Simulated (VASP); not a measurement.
Level of theory: PBE GGA, VASP's PBE PAW potentials (set 64) (plane waves; VASP).

The input files of a VASP run:

INCAR:
```
! general
SYSTEM  = PbO
PREC    = Accurate
ENCUT   = 400
LREAL   = .FALSE.
LASPH   = .TRUE.

! electronic loop
EDIFF   = 1E-6
NELM    = 100
ALGO    = Normal
LMAXMIX = 4

! smearing
ISMEAR  = -1
SIGMA   = 0.1

! functional
GGA     = PE

! ions
ISIF    = 2

! output
LWAVE   = .FALSE.
LCHARG  = .FALSE.
```

File POSCAR:
```
PbO
10.6437720
  0.3801945401   0.0000000000   0.0000000000
  0.0000000000   0.3801945401   0.0000000000
  0.0000000000   0.0000000000   0.5000000000
Pb O
2 2
direct
  0.5000000000   0.0000000000   0.2259700000
  0.0000000000   0.5000000000   0.7740300000
  0.5000000000   0.5000000000   0.0000000000
  0.0000000000   0.0000000000   0.0000000000
```

KPOINTS:
```
Automatic mesh
0
Gamma
6 6 4
0.5 0.5 0.5
```

POTCAR, in this order: Pb_d O (PBE.64 set). Program: vasp_std.

Output

### OSZICAR
```
       N       E                     dE             d eps       ncg     rms          rms(c)
DAV:   1     0.418647192633E+03    0.41865E+03   -0.17527E+04   576   0.162E+03
DAV:   2     0.275481996471E+02   -0.39110E+03   -0.38443E+03   616   0.452E+02
DAV:   3    -0.247742171110E+02   -0.52322E+02   -0.51193E+02   776   0.180E+02
DAV:   4    -0.262782638539E+02   -0.15040E+01   -0.15033E+01   624   0.365E+01
DAV:   5    -0.263340971128E+02   -0.55833E-01   -0.55829E-01   824   0.640E+00    0.123E+01
DAV:   6    -0.217567513211E+02    0.45773E+01   -0.37307E+01   896   0.445E+01    0.563E+00
DAV:   7    -0.215727970304E+02    0.18395E+00   -0.35358E+00   720   0.137E+01    0.265E+00
DAV:   8    -0.215819763133E+02   -0.91793E-02   -0.10338E+00   840   0.724E+00    0.151E+00
DAV:   9    -0.215380582965E+02    0.43918E-01   -0.25499E-01   896   0.417E+00    0.304E-01
DAV:  10    -0.215411125988E+02   -0.30543E-02   -0.24048E-02   728   0.975E-01    0.107E-01
DAV:  11    -0.215410152118E+02    0.97387E-04   -0.50224E-03   992   0.564E-01    0.913E-02
DAV:  12    -0.215409401894E+02    0.75022E-04   -0.41883E-04   752   0.216E-01    0.592E-02
DAV:  13    -0.215409162419E+02    0.23948E-04   -0.49886E-04  1000   0.185E-01    0.193E-02
DAV:  14    -0.215409092324E+02    0.70095E-05   -0.11424E-04   840   0.106E-01    0.604E-03
DAV:  15    -0.215409084095E+02    0.82292E-06   -0.13499E-05   720   0.384E-02    0.205E-03
DAV:  16    -0.215409086837E+02   -0.27420E-06   -0.10052E-06   392   0.111E-02
   1 F= -.21540909E+02 E0= -.21540901E+02  d E =-.156591E-04
```

OUTCAR:
```
------------------------ aborting loop because EDIFF is reached ----------------------------------------
  FORCE on cell =-STRESS in cart. coord.  units (eV):
  Direction    XX          YY          ZZ          XY          YZ          ZX
  --------------------------------------------------------------------------------------
  Total       -1.1604358     -1.1604358     -1.3481209      0.0000000     -0.0000000      0.0000000
  in kB      -21.3335568    -21.3335568    -24.7839759      0.0000000     -0.0000000      0.0000000
  external PRESSURE =     -22.4836965 kB  Pullay stress =       0.0000000 kB
  volume of cell :       87.15
      direct lattice vectors                 reciprocal lattice vectors
     4.046704000  0.000000000  0.000000000     0.247114689  0.000000000  0.000000000
     0.000000000  4.046704000  0.000000000     0.000000000  0.247114689  0.000000000
     0.000000000  0.000000000  5.321886000     0.000000000  0.000000000  0.187903311
 POSITION                                       TOTAL-FORCE (eV/Angst)
 -----------------------------------------------------------------------------------
      2.02335      0.00000      1.20259         0.000000      0.000000     -0.162621
      0.00000      2.02335      4.11930        -0.000000     -0.000000      0.162621
      2.02335      2.02335      0.00000         0.000000     -0.000000     -0.000000
      0.00000      0.00000      0.00000        -0.000000      0.000000     -0.000000
 -----------------------------------------------------------------------------------
    total drift:                                0.000000      0.000000      0.000000
  FREE ENERGIE OF THE ION-ELECTRON SYSTEM (eV)
  ---------------------------------------------------
  free  energy   TOTEN  =       -21.5409086837 eV

  energy  without entropy=      -21.5408930246  energy(sigma->0) =      -21.54090085
```
(Selected blocks of OUTCAR.)

At this cut-off the stress carries a Pulay error, which pulls relaxed volumes low.

The structure comes from a computed database's PbO entry; how it stands against other phases isn't given here. The cell was not relaxed at this level.
